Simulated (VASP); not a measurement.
**GW on AlN**

How does the gap of AlN change from the starting functional to GW? The cell is of the wurtzite type, one of the forms listed for this formula. The start is a cell from a database of measured crystal structures.

Main program and level: VASP 6.6.1; PBE; plane waves and PAW (Al_GW, N_GW), in the first sound run; inputs show where later runs differ.

The database entry behind the starting cell differs from later determinations by our own check (inner coordinate u about 0.002 short), so it need not match the best structure at ambient conditions.

### Step 1. The structure

It takes space group P6_3mc (No. 186, hexagonal). The conventional cell has a = 3.113 Å, b = 3.113 Å, c = 4.981 Å, α = 90.00°, β = 90.00°, γ = 120.00°. Al has 4 N at 1.89 Å nearest. Nearest to N lie 4 Al at 1.89 Å. Farther neighbours and most contacts between anions are not listed.

Structure file:

```xyz
4
Lattice="3.1130 0.0000 0.0000 -1.5565 2.6959 0.0000 0.0000 0.0000 4.9810" Properties=species:S:1:pos:R:3 pbc="T T T"
Al    0.0000    1.7973    0.0000
Al    1.5565    0.8986    2.4905
N     0.0000    1.7973    1.8928
N     1.5565    0.8986    4.3833
```

### Step 2. Ground state

The orbitals come from a self-consistent PBE run with a tight EDIFF and a narrow smearing. KPOINTS_OPT adds the bands along a path, which shows whether the mesh holds the band edges.

INCAR reads:

```
SYSTEM = AlN
PREC = Accurate
ENCUT = 450
EDIFF = 1E-08
NELM = 100
ISMEAR = 0
SIGMA = 0.01
LREAL = .FALSE.
ALGO = Normal
GGA = PE
NBANDS = 14
LORBIT = 11
LWAVE = .TRUE.
LCHARG = .FALSE.
KPAR = 8
```

POSCAR reads:

```
AlN
1.0
    3.1130000000      0.0000000000      0.0000000000
   -1.5565000000      2.6959370820      0.0000000000
    0.0000000000      0.0000000000      4.9810000000
Al N
2 2
Direct
    0.3333333333      0.6666666667      0.0000000000
    0.6666666667      0.3333333333      0.5000000000
    0.3333333333      0.6666666667      0.3800000000
    0.6666666667      0.3333333333      0.8800000000
```

KPOINTS reads:

```
Automatic mesh
0
Gamma
6 6 4
0 0 0
```

KPOINTS_OPT reads:

```
Line mode
12
Line-mode
Reciprocal
  0.00000000   0.00000000   0.00000000 GAMMA
  0.50000000   0.00000000   0.00000000 M

  0.50000000   0.00000000   0.00000000 M
  0.33333333   0.33333333   0.00000000 K

  0.33333333   0.33333333   0.00000000 K
  0.00000000   0.00000000   0.00000000 GAMMA

  0.00000000   0.00000000   0.00000000 GAMMA
  0.00000000   0.00000000   0.50000000 A

  0.00000000   0.00000000   0.50000000 A
  0.50000000   0.00000000   0.50000000 L

  0.50000000   0.00000000   0.50000000 L
  0.33333333   0.33333333   0.50000000 H

  0.33333333   0.33333333   0.50000000 H
  0.00000000   0.00000000   0.50000000 A

  0.50000000   0.00000000   0.50000000 L
  0.50000000   0.00000000   0.00000000 M

  0.33333333   0.33333333   0.00000000 K
  0.33333333   0.33333333   0.50000000 H
```

Potentials, in the order of the species: Al_GW and N_GW (PBE family, release 64).

Run with:

```console
$ mpirun -np 8 vasp_std
```

Output:

```text
[banner, memory and clock lines left out]
running    8 mpi-ranks, on    1 nodes
 distrk:  each k-point on    1 cores,    8 groups
 distr:  one band on    1 cores,    1 groups

 POSCAR found type information on POSCAR AlN
 POSCAR found :  2 types and       4 ions
|                                                                             |
|           W    W    AA    RRRRR   N    N  II  N    N   GGGG   !!!           |
|           W    W   A  A   R    R  NN   N  II  NN   N  G    G  !!!           |
|           W    W  A    A  R    R  N N  N  II  N N  N  G       !!!           |
|           W WW W  AAAAAA  RRRRR   N  N N  II  N  N N  G  GGG   !            |
|           WW  WW  A    A  R   R   N   NN  II  N   NN  G    G                |
|           W    W  A    A  R    R  N    N  II  N    N   GGGG   !!!           |
|                                                                             |
|     For optimal performance we recommend to set                             |
|       NCORE = 2 up to number-of-cores-per-socket                            |
|     NCORE specifies how many cores store one orbital (NPAR=cpu/NCORE).      |
|     This setting can greatly improve the performance of VASP for DFT.       |
|     The default, NCORE=1 might be grossly inefficient on modern             |
|     multi-core architectures or massively parallel machines. Do your        |
|     Unfortunately you need to use the default for GW and RPA                |
|     calculations (for HF NCORE is supported but not extensively tested      |
|     yet).                                                                   |
|                                                                             |

 LDA part: xc-table for (Slater+PW92), standard interpolation
 POSCAR, INCAR and KPOINTS ok, starting setup
 FFT: planning ... GRIDC
 FFT: planning ... GRID_SOFT
 FFT: planning ... GRID
 WAVECAR not read
 entering main loop
       N       E                     dE             d eps       ncg     rms          rms(c)
DAV:   1     0.532103850638E+02    0.53210E+02   -0.67519E+03   588   0.920E+02
DAV:   2    -0.303283609227E+02   -0.83539E+02   -0.75658E+02   898   0.249E+02
DAV:   3    -0.344670260151E+02   -0.41387E+01   -0.41068E+01   822   0.494E+01
DAV:   4    -0.345209943312E+02   -0.53968E-01   -0.53954E-01   690   0.756E+00
DAV:   5    -0.345224829670E+02   -0.14886E-02   -0.14884E-02   822   0.107E+00    0.121E+01
DAV:   6    -0.298255350575E+02    0.46969E+01   -0.13157E+01   880   0.355E+01    0.301E+00
DAV:   7    -0.298270126872E+02   -0.14776E-02   -0.61334E-01   678   0.529E+00    0.210E+00
DAV:   8    -0.298213946960E+02    0.56180E-02   -0.88969E-02   684   0.495E+00    0.586E-01
DAV:   9    -0.298150341819E+02    0.63605E-02   -0.28370E-02   940   0.190E+00    0.124E-01
DAV:  10    -0.298152149733E+02   -0.18079E-03   -0.13881E-03   690   0.313E-01    0.757E-02
DAV:  11    -0.298151555921E+02    0.59381E-04   -0.28818E-04   974   0.185E-01    0.110E-02
DAV:  12    -0.298151577050E+02   -0.21128E-05   -0.56192E-06   708   0.199E-02    0.723E-03
DAV:  13    -0.298151566220E+02    0.10830E-05   -0.61675E-06   958   0.250E-02    0.129E-03
DAV:  14    -0.298151566243E+02   -0.23051E-08   -0.24477E-07   750   0.510E-03    0.228E-04
DAV:  15    -0.298151566351E+02   -0.10819E-07   -0.59284E-09   594   0.768E-04    0.267E-04
DAV:  16    -0.298151566420E+02   -0.69084E-08   -0.13605E-09   534   0.562E-04
   1 F= -.29815157E+02 E0= -.29815157E+02  d E =-.367093E-18
 Start KPOINTS_OPT (optional k-point list driver)
k-point batch [1-21\108]
       N       E                     dE             ncg
DAV:   1     0.160169272232E+04   -0.75941E+04      588
DAV:   2     0.458451614604E+02   -0.15558E+04      884
DAV:   3    -0.306705104616E+02   -0.76516E+02      816
DAV:   4    -0.319263342641E+02   -0.12558E+01      732
DAV:   5    -0.319665318598E+02   -0.40198E-01      818
DAV:   6    -0.319684689146E+02   -0.19371E-02      764
DAV:   7    -0.319685596126E+02   -0.90698E-04      834
DAV:   8    -0.319685643682E+02   -0.47557E-05      786
DAV:   9    -0.319685645872E+02   -0.21900E-06      728
DAV:  10    -0.319685646008E+02   -0.13589E-07      632
DAV:  11    -0.319685646019E+02   -0.10344E-08      654
[...]
k-point batch [106-108\108]
       N       E                     dE             ncg
DAV:   1     0.115885238992E+05   -0.17929E+04       84
DAV:   2     0.113758953420E+05   -0.21263E+03      124
DAV:   3     0.113655330569E+05   -0.10362E+02      120
DAV:   4     0.113653737221E+05   -0.15933E+00      108
DAV:   5     0.113653689819E+05   -0.47402E-02      120
DAV:   6     0.113653687752E+05   -0.20666E-03      102
DAV:   7     0.113653687642E+05   -0.10962E-04      120
DAV:   8     0.113653687636E+05   -0.63288E-06       96
DAV:   9     0.113653687636E+05   -0.39674E-07      120
DAV:  10     0.113653687636E+05   -0.21100E-08       98
 writing wavefunctions
```

It took 5.8 s on 8 MPI ranks of AMD EPYC 9R45, shared host; peak memory 1.2 GiB.

Lines that name or quote the potential files are left out of all logs, and their timing lines are given in words.

Parts of OUTCAR (step 2):

```text
ion  position               nearest neighbor table
   1  0.333  0.667  0.000-   3 1.89   4 1.89   4 1.89   4 1.89
   2  0.667  0.333  0.500-   4 1.89   3 1.89   3 1.89   3 1.89
   3  0.333  0.667  0.380-   1 1.89   2 1.89   2 1.89   2 1.89
   4  0.667  0.333  0.880-   2 1.89   1 1.89   1 1.89   1 1.89

  LATTYP: Found a hexagonal cell.
 ALAT       =     3.1130000000
 C/A-ratio  =     1.6000642467

 Subroutine GETGRP returns: Found 12 space group operations
 (whereof  6 operations were pure point group operations)

The static configuration has the point symmetry C_3v.
 The point group associated with its full space group is C_6v.

 Found     21 irreducible k-points:

   k-points           NKPTS =     21   k-points in BZ     NKDIM =     21   number of bands    NBANDS=     14

   dimension x,y,z NGX =    24 NGY =   24 NGZ =   36
   dimension x,y,z NGXF=    48 NGYF=   48 NGZF=   72

   ENCUT  =  450.0 eV  33.07 Ry    5.75 a.u.   5.38  5.38  8.62*2*pi/ulx,y,z

   NELECT =      16.0000    total number of electrons

 k-points in reciprocal lattice and weights: Automatic mesh
   0.00000000  0.00000000  0.00000000       0.007
   0.16666667  0.00000000  0.00000000       0.042
   0.33333333  0.00000000  0.00000000       0.042
   0.50000000  0.00000000  0.00000000       0.021
   0.16666667  0.16666667  0.00000000       0.042
   0.33333333  0.16666667  0.00000000       0.083
   0.33333333  0.33333333  0.00000000       0.014
   0.00000000  0.00000000  0.25000000       0.014
   0.16666667  0.00000000  0.25000000       0.083
[...]
0.33333333  0.16666667  0.50000000       0.083
   0.33333333  0.33333333  0.50000000       0.014

 average (electrostatic) potential at core
       1 -50.0363       2 -50.0363       3 -60.0340       4 -60.0340

 E-fermi :   5.1633

 k-point     1 :       0.0000    0.0000    0.0000
  band No.  band energies     occupation
    ...
      4       4.2706      2.00000
      5       4.2706      2.00000
      6       4.9259      2.00000
      7       4.9259      2.00000
      8       5.1065      2.00000
      9       9.3211      0.00000
     10      11.7651      0.00000
     11      15.7168      0.00000
     12      16.2654      0.00000
     13      16.2654      0.00000
    ...

 k-point     2 :       0.1667    0.0000    0.0000
  band No.  band energies     occupation
    ...
      4       2.8525      2.00000
      5       3.6354      2.00000
      6       3.8801      2.00000
      7       4.8452      2.00000
      8       4.9341      2.00000
      9      10.6011      0.00000
     10      12.8265      0.00000
     11      14.2956      0.00000
     12      14.8925      0.00000
     13      17.2017      0.00000
    ...

 k-point     3 :       0.3333    0.0000    0.0000
  band No.  band energies     occupation
    ...
      4       0.6951      2.00000
      5       1.8130      2.00000
      6       3.2891      2.00000
      7       4.2380      2.00000
      8       4.5871      2.00000
      9      11.3511      0.00000
     10      11.8228      0.00000
     11      13.0744      0.00000
     12      15.4401      0.00000
     13      16.4846      0.00000
    ...

  Total        0.2026114      0.2026114      0.6163642      0.0000000      0.0000000      0.0000000
  in kB        7.7654915      7.7654915     23.6234080      0.0000000      0.0000000      0.0000000
  external PRESSURE =      13.0514637 kB  Pullay stress =       0.0000000 kB

  energy-cutoff  :      450.00
  volume of cell :       41.80
      direct lattice vectors                 reciprocal lattice vectors
     3.113000000  0.000000000  0.000000000     0.321233537  0.185464269  0.000000000
    -1.556500000  2.695937082  0.000000000     0.000000000  0.370928538  0.000000000
     0.000000000  0.000000000  4.981000000     0.000000000  0.000000000  0.200762899

 POSITION                                       TOTAL-FORCE (eV/Angst)
 -----------------------------------------------------------------------------------
     -0.00000      1.79729      0.00000         0.000000     -0.000000     -0.129584
      1.55650      0.89865      2.49050        -0.000000      0.000000     -0.129584
     -0.00000      1.79729      1.89278         0.000000      0.000000      0.129584
      1.55650      0.89865      4.38328        -0.000000     -0.000000      0.129584
 -----------------------------------------------------------------------------------
    total drift:                               -0.000000      0.000000     -0.000202

  FREE ENERGIE OF THE ION-ELECTRON SYSTEM (eV)
  ---------------------------------------------------
  free  energy   TOTEN  =       -29.8151566420 eV

  energy  without entropy=      -29.8151566420  energy(sigma->0) =      -29.81515664

 total charge
# of ion       s       p       d       tot
------------------------------------------
    1        0.435   0.551   0.215   1.201
    2        0.435   0.551   0.215   1.201
    3        1.192   2.571   0.000   3.763
    4        1.192   2.571   0.000   3.763
--------------------------------------------------
tot          3.255   6.245   0.430   9.930

[... 3 further parts left out ...]
```

Numbers from this step:

```
free energy (TOTEN)               : -29.82 eV
Fermi energy                      : 5.163 eV
pressure                          : 1.305 GPa
least gap on mesh and path        : 4.215 eV
least direct gap on mesh and path : 4.215 eV
```

The highest empty bands on the path are converged less tightly, to about 0.1 eV. Electronic bands along the path, in eV, zero at the valence-band top; v1 is the highest filled band, c1 the lowest empty one:

```tsv
point	v4	v3	v2	v1	c1	c2	c3	c4
Γ	-0.84	-0.18	-0.18	0.00	4.21	6.66	10.61	11.16
0.55 of the way	-2.68	-1.62	-0.54	-0.42	6.29	7.39	7.96	10.19
M	-3.34	-2.06	-1.77	-0.66	5.82	5.82	8.20	10.30
0.55 of the way	-3.11	-3.03	-1.89	-1.62	5.47	7.34	8.98	10.05
K	-3.76	-2.42	-2.38	-2.38	5.06	8.37	9.69	9.69
0.55 of the way	-3.04	-1.49	-0.73	-0.48	6.58	7.84	8.67	8.91
Γ	-0.84	-0.18	-0.18	0.00	4.21	6.66	10.61	11.16
0.55 of the way	-0.73	-0.73	-0.30	-0.30	5.30	6.79	10.24	11.13
A	-0.52	-0.52	-0.52	-0.52	6.46	6.46	10.34	10.34
0.55 of the way	-1.59	-1.59	-1.08	-1.08	6.37	6.37	9.57	9.57
L	-1.44	-1.44	-1.35	-1.35	5.32	5.32	9.29	9.29
0.55 of the way	-2.87	-2.87	-0.90	-0.90	6.30	6.30	9.12	9.12
H	-3.83	-3.83	-0.78	-0.78	7.43	7.43	7.86	7.86
0.55 of the way	-1.68	-1.68	-1.16	-1.16	6.82	6.82	9.41	9.41
A	-0.52	-0.52	-0.52	-0.52	6.46	6.46	10.34	10.34
jump to L	-1.44	-1.44	-1.35	-1.35	5.32	5.32	9.29	9.29
0.55 of the way	-2.67	-1.92	-1.25	-0.87	5.14	5.91	9.32	9.47
M	-3.34	-2.06	-1.77	-0.66	5.82	5.82	8.20	10.30
jump to K	-3.76	-2.42	-2.38	-2.38	5.06	8.37	9.69	9.69
0.45 of the way	-4.35	-2.84	-1.57	-1.57	5.77	8.26	8.81	8.81
H	-3.83	-3.83	-0.78	-0.78	7.43	7.43	7.86	7.86
```

Of the projections kept (Al, N), the largest for each band there; the rest of the weight can lie on other orbitals:

```tsv
point	v4	v3	v2	v1	c1	c2	c3	c4
Γ	N 0.81	N 0.85	N 0.85	N 0.86	N 0.72	Al 0.70	N 0.85	Al 0.99
M	N 0.67	N 0.75	N 0.74	N 0.82	Al 0.55	Al 0.84	Al 0.52	N 0.73
K	N 0.61	N 0.76	N 0.71	N 0.71	Al 0.96	N 0.73	N 0.64	N 0.64
Γ	N 0.81	N 0.85	N 0.85	N 0.86	N 0.72	Al 0.70	N 0.85	Al 0.99
A	N 0.83	N 0.83	N 0.83	N 0.83	N 0.67	N 0.67	Al 0.65	Al 0.65
L	N 0.78	N 0.78	N 0.79	N 0.79	Al 0.67	Al 0.67	Al 0.90	Al 0.90
```

The electronic bands as a text plot (rows in eV, shown from -6.0 to 7.9 only):

```
    7.6 |  +++     +    + + +                  +                +
    7.0 |++              +   +  ++  ++        + +   +++         +
    6.4 |    ++   +     + +   ++  ++  ++     +   +++   ++      +
    5.8 |   +  ++++        +     +      +   +            ++++ +
    5.3 |  +       +++++    +   +        +++             +++ +
    4.7 | +
    4.1 |+                   +++
    3.5 |
    3.0 |
    2.4 |
    1.8 |
    1.2 |
    0.7 |
    0.1 |***                ****
   -0.5 |*********       *****  *****          *      ***  **
   -1.1 |***  *   *     ** ******   ***** ***** *******  **    **
   -1.7 |  *********   * ** *    *   *******        **   **** *
   -2.2 |   *  ***  *****  **               *     **     *****
   -2.8 |    *    *** *   **      *              *         *  *
   -3.4 |   * * ****  ** **        ***       ** *     ***   *  **
   -4.0 |    ************         *   **       *    **      **  *
   -4.5 |     *      *** *       *             *  **       * ****
   -5.1 |   ** ** ***     **    *       **   ** **       **
   -5.7 |***     *          ****          ***            ****
         Γ      M    K        Γ   A       L    H       A|L M|K  H
```

The cell has a gap of 4.21 eV on mesh and path. Forces of up to 0.13 eV/Å remain in these settings.

### Step 3. Empty bands, functional PBE

The next step needs empty bands that the ground-state run didn't converge, so the Hamiltonian is diagonalised exactly for NBANDS bands, in a single step. LOPTICS writes the k-derivatives of the orbitals (WAVEDER), which give the long-wavelength limit of the screening.

INCAR reads:

```
SYSTEM = AlN
PREC = Accurate
ENCUT = 450
ISMEAR = 0
SIGMA = 0.01
LREAL = .FALSE.
GGA = PE
NBANDS = 272
ALGO = Exact
NELM = 1
LWAVE = .TRUE.
LCHARG = .FALSE.
LOPTICS = .TRUE.
NEDOS = 1000
CSHIFT = 0.1
```

POSCAR is that of step 2.

KPOINTS is that of step 2.

Run with:

```console
$ mpirun -np 8 vasp_std
```

Output:

```text
[banner, memory and clock lines left out]
running    8 mpi-ranks, on    1 nodes
 distrk:  each k-point on    8 cores,    1 groups
 distr:  one band on    1 cores,    8 groups

 POSCAR found type information on POSCAR AlN
 POSCAR found :  2 types and       4 ions
 [... a notice as in an earlier step ...]

 LDA part: xc-table for (Slater+PW92), standard interpolation
 found WAVECAR, reading the header
  number of bands has changed, file:    14 present:   272
  trying to continue reading WAVECAR, but it might fail
 POSCAR, INCAR and KPOINTS ok, starting setup
 FFT: planning ... GRIDC
 FFT: planning ... GRID_SOFT
 FFT: planning ... GRID
 reading WAVECAR
 random initialization beyond band           14
 the WAVECAR file was read successfully
 initial charge from wavefunction
 entering main loop
       N       E                     dE             d eps       ncg     rms          rms(c)
DIA:   1    -0.298151566432E+02   -0.29815E+02    0.00000E+00     0   0.000E+00
   1 F= -.29815157E+02 E0= -.29815157E+02  d E =-.266128E-28
 writing wavefunctions
 optical routines
 imaginary and real dielectric function
 recalculating local potential from charge density
 direction            1
 direction            2
 direction            3
```

Wall time 7.6 s (8 MPI ranks); peak memory 1.3 GiB.

OUTCAR, selected parts (step 3):

```text
 Found     21 irreducible k-points:

   k-points           NKPTS =     21   k-points in BZ     NKDIM =     21   number of bands    NBANDS=    272

   NELECT =      16.0000    total number of electrons

 E-fermi :   5.1811

 k-point     1 :       0.0000    0.0000    0.0000
  band No.  band energies     occupation
    ...
      4       4.2707      2.00000
      5       4.2707      2.00000
      6       4.9259      2.00000
      7       4.9259      2.00000
      8       5.1065      2.00000
      9       9.3212      0.00000
     10      11.7651      0.00000
     11      15.7169      0.00000
     12      16.2654      0.00000
     13      16.2654      0.00000
    ...

 k-point     2 :       0.1667    0.0000    0.0000
  band No.  band energies     occupation
    ...
      4       2.8526      2.00000
      5       3.6355      2.00000
      6       3.8801      2.00000
      7       4.8453      2.00000
      8       4.9341      2.00000
      9      10.6011      0.00000
     10      12.8265      0.00000
     11      14.2956      0.00000
     12      14.8925      0.00000
     13      17.2015      0.00000
    ...

  Total        0.2017434      0.2017434      0.6155206     -0.0000000     -0.0000000      0.0000000
  in kB        7.7322256      7.7322256     23.5910771     -0.0000000     -0.0000000      0.0000000
  external PRESSURE =      13.0185094 kB  Pullay stress =       0.0000000 kB

 POSITION                                       TOTAL-FORCE (eV/Angst)
 -----------------------------------------------------------------------------------
     -0.00000      1.79729      0.00000         0.000000     -0.000000     -0.129586
      1.55650      0.89865      2.49050        -0.000000      0.000000     -0.129586
     -0.00000      1.79729      1.89278         0.000000     -0.000000      0.129586
      1.55650      0.89865      4.38328        -0.000000      0.000000      0.129586
 -----------------------------------------------------------------------------------
    total drift:                               -0.000000      0.000000     -0.000204

  FREE ENERGIE OF THE ION-ELECTRON SYSTEM (eV)
  ---------------------------------------------------
  free  energy   TOTEN  =       -29.8151566432 eV

  energy  without entropy=      -29.8151566432  energy(sigma->0) =      -29.81515664

 plasma frequency squared (from intraband transitions) (eV^2)
  --------------------------------------------------------------------------------------
       0.000       0.000       0.000
       0.000       0.000       0.000
       0.000       0.000       0.000

[... 8 parts as in an earlier step ...]

[... 5 further parts left out ...]
```

The gap is read on the k-mesh alone, so it is an upper bound where the band edges lie off the mesh.

A gap read on the k-mesh alone can miss the band edges.

Numbers from this step:

| Item | Value |
| --- | --- |
| gap on the k-mesh | 4.215 eV |
| least direct gap on the k-mesh | 4.215 eV |

WAVECAR now holds 272 bands for 16 electrons. Its independent-particle dielectric tensor has xx, yy, zz = 4.6, 4.6, 4.8 on this mesh, which isn't tested for convergence in mesh or bands and lacks local fields.

(Continued in part 2 of 4.)

[Lines on the potential files, build, host, timing and source positions are cut from VASP's logs without a mark.]

[Logs are printed without paths, hosts, clocks, repeated set-up lines and the standing remarks that a program may print on its own settings, such as how far it seeks lower states.]

[Hosts, paths, dates, database ids (printed as entryN), source tags and the programs' standing remarks are cut or masked in the printed files.]

[Pressures printed for these runs are not shown converged in the cutoff: they can be off by several GPa and have the wrong sign.]
